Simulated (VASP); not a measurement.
ScF3 (series): single point with LDA

ScF3 (series):

```
CELL_PARAMETERS angstrom
4.01245 0.00000 0.00000
0.00000 4.01245 0.00000
0.00000 0.00000 4.01245
ATOMIC_POSITIONS crystal
Sc 0.00000 0.00000 0.00000
F 0.50000 0.00000 0.00000
F 0.00000 0.50000 0.00000
F 0.00000 0.00000 0.50000
```

```yaml
Program: VASP 6.6.1
Task: single point
Functional: LDA
Potentials_or_basis: VASP PAW LDA potentials, release 64 (Sc_sv, F)
Cutoff: 520 eV
k_mesh: 4 × 4 × 4
Occupations: gaussian, width 0.02 eV
Spin: no spin polarisation
```

The pressure is -2.3 GPa and the band gap on the k mesh is 6.18 eV, indirect (least direct gap 6.71 eV).

Levels at points of the mesh, in eV from the valence-band top:
```csv
k point,band 12,band 13,band 14,band 15,band 16,band 17,band 18,band 19,band 20,band 21
"(0.00, 0.00, 0.00)",-0.59,-0.59,-0.53,-0.53,-0.53,6.18,6.18,6.18,7.61,7.95
"(0.50, 0.00, 0.00)",-1.18,-1.18,-0.71,-0.54,-0.54,6.22,7.11,7.11,7.98,9.16
"(0.50, 0.50, 0.00)",-1.16,-1.16,-0.96,-0.96,-0.01,7.14,7.14,7.79,8.63,10.77
"(0.50, 0.50, 0.50)",-2.31,-2.31,0.00,0.00,0.00,7.84,7.84,7.84,10.77,10.77
```

It took 12 s on 1 thread of Intel(R) Xeon(R) Platinum 8488C (Sapphire Rapids), on a shared host, peak memory 0.14 GiB.

A k mesh can miss the band edges. As with any semilocal functional, this LDA gap is likely too small.
